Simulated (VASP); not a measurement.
# NaNbTe (P6_3/mmc) in VASP: single point with PBEsol

Aim: the single point of NaNbTe with PBEsol.

All numbers are computed with VASP 6.6.1; they aren't measurements. Logs are shortened: lines on timing, memory, paths and dates and some standing lists are left out, and cuts for length are marked.

### 1 The structure

It takes space group P6_3/mmc (No. 194, hexagonal). The conventional cell has a = 4.556 Å, b = 4.556 Å, c = 8.462 Å, α = 90.00°, β = 90.00°, γ = 120.00°. Around Te (site symmetry -6m2) lie 3 Nb at 2.63 Å. Around Nb (site symmetry -6m2) lie 3 Te at 2.63 Å. Around Na (site symmetry -3m) lie 6 Te at 3.38 Å and 6 Nb at 3.38 Å.

The cell was built by a generator and needn't be a form met in nature.

### 2 Single point, PBEsol

INCAR

```
SYSTEM = NaNbTe
PREC = Accurate
ENCUT = 520
EDIFF = 1E-7
ISMEAR = -1
SIGMA = 0.1
LREAL = .FALSE.
LASPH = .TRUE.
NELM = 60
ALGO = Fast
ISIF = 2
LWAVE = .FALSE.
LCHARG = .FALSE.
GGA = PS
NBANDS = 35
```

KPOINTS

```
Automatic mesh
0
G
  9 9 4
  0 0 0
```

POSCAR

```
NaNbTe
1.0
    4.5555343200      0.0000000000      0.0000000000
   -2.2777671600      3.9452102600      0.0000000000
    0.0000000000      0.0000000000      8.4617035000
Te Nb Na
2 2 2
Direct
    0.3333000000      0.6667000000      0.7500000000
    0.6666000000      0.3333000000      0.2500000000
    0.3333000000      0.6667000000      0.2500000000
    0.6666000000      0.3333000000      0.7500000000
    0.0000000000      0.0000000000      0.0000000000
    0.0000000000      0.0000000000      0.5000000000
```

Potentials or basis: VASP PAW PBE potentials, release 64 (Te, Nb_sv, Na_pv).

The run is started by

```console
$ cat potpaw_PBE.64/Te/POTCAR potpaw_PBE.64/Nb_sv/POTCAR potpaw_PBE.64/Na_pv/POTCAR > POTCAR
$ mpirun -np 1 vasp_std > vasp.out
```

OUTCAR:

```text
SYSTEM = NaNbTe
   PREC = Accurate
   ENCUT = 520
   EDIFF = 1E-7
   ISMEAR = -1
   LREAL = .FALSE.
   LASPH = .TRUE.
   NELM = 60
   ISIF = 2
   GGA = PS

 ion  position               nearest neighbor table
   1  0.333  0.667  0.750-   4 2.63   4 2.63   4 2.63
   2  0.667  0.333  0.250-   3 2.63   3 2.63   3 2.63
   3  0.333  0.667  0.250-   2 2.63   2 2.63   2 2.63
   4  0.667  0.333  0.750-   1 2.63   1 2.63   1 2.63
   5  0.000  0.000  0.000-
   6  0.000  0.000  0.500-

  LATTYP: Found a hexagonal cell.
 ALAT       =     4.5555343200
 C/A-ratio  =     1.8574557682

  Lattice vectors:

 A1 = (   4.5555343200,   0.0000000000,   0.0000000000)
 A2 = (  -2.2777671600,   3.9452102600,   0.0000000000)
 A3 = (   0.0000000000,   0.0000000000,   8.4617035000)

Analysis of symmetry for initial positions (statically):
=====================================================================
 Subroutine PRICEL returns:
 Original cell was already a primitive cell.

 Routine SETGRP: Setting up the symmetry group for a
 hexagonal supercell.

 Subroutine GETGRP returns: Found  4 space group operations
 (whereof  2 operations were pure point group operations)
 out of a pool of 24 trial point group operations.

The static configuration has the point symmetry C_2 .
 The point group associated with its full space group is C_2v.

Analysis of symmetry for dynamics (positions and initial velocities):
=====================================================================
 Subroutine PRICEL returns:
 Original cell was already a primitive cell.

 Routine SETGRP: Setting up the symmetry group for a
 hexagonal supercell.

 Subroutine GETGRP returns: Found  4 space group operations
 (whereof  2 operations were pure point group operations)
 out of a pool of 24 trial point group operations.

The dynamic configuration has the point symmetry C_2 .
 The point group associated with its full space group is C_2v.

 Subroutine INISYM returns: Found  4 space group operations
 (whereof  2 operations are pure point group operations),
 and found     1 'primitive' translations

----------------------------------------------------------------------------------------

                                     Primitive cell

  volume of cell :     152.0783

  direct lattice vectors                    reciprocal lattice vectors
     4.555534320  0.000000000  0.000000000     0.219513218  0.126735958  0.000000000
    -2.277767160  3.945210260  0.000000000     0.000000000  0.253471915  0.000000000
     0.000000000  0.000000000  8.461703500     0.000000000  0.000000000  0.118179513

  length of vectors
     4.555534320  4.555535888  8.461703500     0.253472002  0.253471915  0.118179513

  position of ions in fractional coordinates (direct lattice)
     0.333300000  0.666700000  0.750000000
     0.666600000  0.333300000  0.250000000
     0.333300000  0.666700000  0.250000000
     0.666600000  0.333300000  0.750000000
     0.000000000  0.000000000  0.000000000
     0.000000000  0.000000000  0.500000000

  ion indices of the primitive-cell ions
   primitive index   ion index
                 1           1
                 2           2
                 3           3
                 4           4
                 5           5
                 6           6

----------------------------------------------------------------------------------------

 KPOINTS: Automatic mesh

Automatic generation of k-mesh.
 Grid dimensions read from file:
 generate k-points for:    9    9    4

 Generating k-lattice:

  Cartesian coordinates                     Fractional coordinates (reciprocal lattice)
     0.024390358  0.014081773  0.000000000     0.111111111  0.000000000  0.000000000
     0.000000000  0.028163546  0.000000000     0.000000000  0.111111111  0.000000000
     0.000000000  0.000000000  0.029544878     0.000000000  0.000000000  0.250000000

  Length of vectors
     0.028163556  0.028163546  0.029544878

  Shift w.r.t. Gamma in fractional coordinates (k-lattice)
     0.000000000  0.000000000  0.000000000

 Subroutine IBZKPT returns following result:
 ===========================================

 Found     75 irreducible k-points:

 Following reciprocal coordinates:
            Coordinates               Weight
  0.000000  0.000000  0.000000      1.000000
  0.111111  0.000000  0.000000      4.000000
  0.000000  0.111111  0.000000      2.000000
  0.222222 -0.000000  0.000000      4.000000
  0.000000  0.222222  0.000000      2.000000
  0.333333  0.000000  0.000000      4.000000
[... 16 lines left out ...]
 -0.222222 -0.444444  0.000000      4.000000
  0.444444  0.333333  0.000000      4.000000
 [... further k-points ...]
   k-points           NKPTS =     75   k-points in BZ     NKDIM =     75   number of bands    NBANDS=     35
   number of dos      NEDOS =    301   number of ions     NIONS =      6
   total plane-waves  NPLWV =  82944
   dimension x,y,z NGX =    36 NGY =   36 NGZ =   64
   dimension x,y,z NGXF=    72 NGYF=   72 NGZF=  128
   ions per type =               2   2   2
   NGX,Y,Z   is equivalent  to a cutoff of  13.14, 13.14, 12.57 a.u.
   NGXF,Y,Z  is equivalent  to a cutoff of  26.28, 26.28, 25.15 a.u.
 SYSTEM =  NaNbTe
   PREC   = accura    normal or accurate (medium, high low for compatibility)
   ISTART =      0    job   : 0-new  1-cont  2-samecut
   ICHARG =      2    charge: 1-file 2-atom 10-const
   ISPIN  =      1    spin polarized calculation?
   LNONCOLLINEAR =      F non collinear calculations
   LSORBIT =      F    spin-orbit coupling
   LASPH  =      T    aspherical Exc in radial PAW
   ENCUT  =  520.0 eV  38.22 Ry    6.18 a.u.   8.47  8.47 15.73*2*pi/ulx,y,z
   NELM   =     60;   NELMIN=  2; NELMDL= -5     # of ELM steps
   EDIFF  = 0.1E-06   stopping-criterion for ELM
   LREAL  =      F    real-space projection
   EDIFFG = 0.1E-05   stopping-criterion for IOM
   NSW    =      0    number of steps for IOM
   IBRION =     -1    ionic relax: 0-MD 1-quasi-New 2-CG
   NFREE  =      0    steps in history (QN), initial steepest desc. (CG)
   ISIF   =      2    stress and relaxation
   ISYM   =      2    0-nonsym 1-usesym 2-fastsym
   POTIM  = 0.5000    time-step for ionic-motion
   TEBEG  =    0.0;   TEEND  =   0.0 temperature during run
   PSTRESS=    0.0 pullay stress
   NELECT =      52.0000    total number of electrons
   NUPDOWN=      -1.0000    fix difference up-down
   EMIN   =  10.00;   EMAX   =-10.00  energy-range for DOS
   EFERMI =   0.00;   METHOD = LEGACY
   ISMEAR =    -1;   SIGMA  =   0.10  broadening in eV -4-tet -1-fermi 0-gaus
   EFERMI_NEDOS =   21; number of points for ismear=-14 and -15
   IALGO  =     68    algorithm
   IMIX   =      4    mixing-type and parameters
     AMIX     =   0.40;   BMIX     =  1.00
     AMIX_MAG =   1.60;   BMIX_MAG =  1.00
  volume/ion in A,a.u.               =      25.35       171.05
  Fermi-wavevector in a.u.,A,eV,Ry     =   1.144775  2.163311 17.830572  1.310510
  Thomas-Fermi vector in A             =   2.281466
   LORBIT       =      0    0 simple, 1 ext, 2 COOP (PROOUT), +10 PAW based schemes
   GGA     = PS    functional components
   LHFCALC =     F    Hartree Fock is set to
   AEXX    =    0.0000 exact exchange contribution
   IVDW    =     0    specifies the selected vdW correction
   LEPSILON=     F    determine dielectric tensor
   LRPA    =     F    only Hartree local field effects (RPA)
 non-spin polarized calculation
 RMM-DIIS sequential band-by-band and
  energy-cutoff  :      520.00
  volume of cell :      152.08
 maximum number of plane-waves:      4148
 NGX is ok and might be reduce to    36
   NGX = 17   NGY = 17   NGZ = 31

 number of electron      51.9999988 magnetization

 Free energy of the ion-electron system (eV)
  ---------------------------------------------------
  ext. energy  EPLUGINS =         0.00000000
  ---------------------------------------------------
  free energy    TOTEN  =       -28.42978685 eV

  energy without entropy =      -28.16073236  energy(sigma->0) =      -28.29525961

 E-fermi :   6.2192     XC(G=0):  -9.5975

 val. band max:        6.2166720953   @ k =  -0.1111   0.4444   0.0000
 cond. band min:       6.2453982281   @ k =   0.0000   0.3333   0.2500
 fundamental gap:      0.0287261328
 Fermi energy:         6.2191762358

 k-point     1 :       0.0000    0.0000    0.0000
  band No.  band energies     occupation
      1     -48.6749      2.00000
      2     -48.6748      2.00000
      3     -24.9205      2.00000
      4     -24.9201      2.00000
      5     -24.9192      2.00000
      6     -24.9188      2.00000
[... 27 lines left out ...]
     34       9.6445      0.00000
     35      11.0256      0.00000

 k-point     2 :       0.1111    0.0000    0.0000
  band No.  band energies     occupation
      1     -48.6747      2.00000
      2     -48.6747      2.00000
      3     -24.9235      2.00000
      4     -24.9230      2.00000
      5     -24.9211      2.00000
      6     -24.9206      2.00000
[... 27 lines left out ...]
     34       9.2082      0.00000
     35      10.5724      0.00000

 k-point     3 :       0.0000    0.1111    0.0000
  band No.  band energies     occupation
      1     -48.6747      2.00000
      2     -48.6747      2.00000
      3     -24.9244      2.00000
      4     -24.9239      2.00000
      5     -24.9203      2.00000
      6     -24.9198      2.00000
[... 27 lines left out ...]
     34       9.2088      0.00000
     35      10.5728      0.00000

 k-point     4 :       0.2222   -0.0000    0.0000
  band No.  band energies     occupation
      1     -48.6744      2.00000
      2     -48.6744      2.00000
      3     -24.9331      2.00000
      4     -24.9325      2.00000
      5     -24.9240      2.00000
      6     -24.9233      2.00000
[... 27 lines left out ...]
     34       9.0627      0.00000
     35      10.2654      0.00000

 k-point     5 :       0.0000    0.2222    0.0000
  band No.  band energies     occupation
      1     -48.6744      2.00000
      2     -48.6744      2.00000
      3     -24.9340      2.00000
      4     -24.9335      2.00000
      5     -24.9230      2.00000
      6     -24.9223      2.00000
[... 638 lines left out ...]
 k-point    22 :       0.3333    0.2222    0.0000
  band No.  band energies     occupation
      1     -48.6737      2.00000
      2     -48.6737      2.00000
      3     -24.9499      2.00000
      4     -24.9497      2.00000
      5     -24.9340      2.00000
      6     -24.9333      2.00000
[... 27 lines left out ...]
     34       9.6584      0.00000
     35      11.2666      0.00000

 k-point    23 :      -0.2222   -0.4444    0.0000
  band No.  band energies     occupation
      1     -48.6737      2.00000
      2     -48.6737      2.00000
      3     -24.9504      2.00000
      4     -24.9501      2.00000
      5     -24.9335      2.00000
      6     -24.9329      2.00000
[... 27 lines left out ...]
     34       9.6335      0.00000
     35      11.2756      0.00000

 k-point    24 :       0.4444    0.3333    0.0000
  band No.  band energies     occupation
      1     -48.6737      2.00000
      2     -48.6737      2.00000
      3     -24.9496      2.00000
      4     -24.9493      2.00000
      5     -24.9343      2.00000
      6     -24.9337      2.00000
[... 27 lines left out ...]
     34       9.6338      0.00000
     35      11.2627      0.00000

 [... further k-points ...]
[... 5 lines left out ...]
  --------------------------------------------------------------------------------------
  -------------------------------------------------------------------------------------
  Total        5.0672766      5.0767775     -1.2506124      0.0000000      0.0000000      0.0000000
  in kB       53.3848359     53.4849299    -13.1754669      0.0000000      0.0000000      0.0000000
  external PRESSURE =      31.2314330 kB  Pullay stress =       0.0000000 kB

 VOLUME and BASIS-vectors are now :
 -----------------------------------------------------------------------------
  energy-cutoff  :      520.00
  volume of cell :      152.08
      direct lattice vectors                 reciprocal lattice vectors
     4.555534320  0.000000000  0.000000000     0.219513218  0.126735958  0.000000000
    -2.277767160  3.945210260  0.000000000     0.000000000  0.253471915  0.000000000
     0.000000000  0.000000000  8.461703500     0.000000000  0.000000000  0.118179513

 POSITION                                       TOTAL-FORCE (eV/Angst)
 -----------------------------------------------------------------------------------
     -0.00023      2.63027      6.34628         0.000212     -0.008209     -0.000000
      2.27754      1.31494      2.11543         0.000212      0.008209     -0.000000
     -0.00023      2.63027      2.11543         0.000215     -0.009461     -0.000000
      2.27754      1.31494      6.34628         0.000215      0.009461      0.000000
      0.00000      0.00000      0.00000        -0.000427      0.000000     -0.000000
      0.00000      0.00000      4.23085        -0.000427      0.000000     -0.000000
 -----------------------------------------------------------------------------------
    total drift:                                0.000314     -0.000000     -0.000000

  FREE ENERGIE OF THE ION-ELECTRON SYSTEM (eV)
  ---------------------------------------------------
  free  energy   TOTEN  =       -28.4297868546 eV

  energy  without entropy=      -28.1607323605  energy(sigma->0) =      -28.29525961
```

Wall time 18 min (1 thread of AMD EPYC 9R45 (Zen 5), shared host); peak memory 0.49 GiB.

Results:

```yaml
Free_energy: -28.4298 eV
Pressure: 3.1 GPa
Largest_force: 0.009 eV/Å
Band_gap_on_the_k_mesh: none (metal or under the smearing width)
```

Forces on the atoms (eV/Å):
```
Te   0.000 -0.008  0.000
Te   0.000  0.008  0.000
Nb   0.000 -0.009  0.000
Nb   0.000  0.009  0.000
Na   0.000  0.000  0.000
Na   0.000  0.000  0.000
```

Caveat: the PAW data sets were made with another functional, which shifts forces and pressure a little.
